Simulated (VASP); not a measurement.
```
HfO2
1.0
    0.00000     2.49666     2.49666
    2.49666     0.00000     2.49666
    2.49666     2.49666     0.00000
Hf O
1 2
Direct
  0.00000   0.00000   0.00000
  0.25000   0.25000   0.25000
  0.75000   0.75000   0.75000
```

These are revPBE GGA, VASP's PBE PAW potentials (set 64) (plane waves; VASP 6.6.1) values and carry that method's errors. Settings: 520 eV cut-off, 8×8×8 Γ-centred mesh, Gaussian smearing of 0.050 eV, potentials Hf_pv O.

Unless said otherwise, spin-orbit coupling is left out, though it shifts the bands of the heavy elements here.

**Question.** Predict the energy per atom (σ→0), pressure, band gap (on the k-mesh) with the smallest direct gap where there is one.

**Answer.** 
```yaml
band gap (on the k-mesh): 4.00 eV
smallest direct gap (on the k-mesh): 4.00 eV
energy per atom (σ→0): -9.663 eV/atom
pressure: 17.04 GPa
```

The absolute energy has meaning only against runs of the same code, potentials and settings.

The compound is HfO2 in the fluorite structure, the high-temperature cubic form, which is unstable at 0 K; the monoclinic form is the stable one. This cell is one point of a volume scan, at 0.94 of the reference volume.
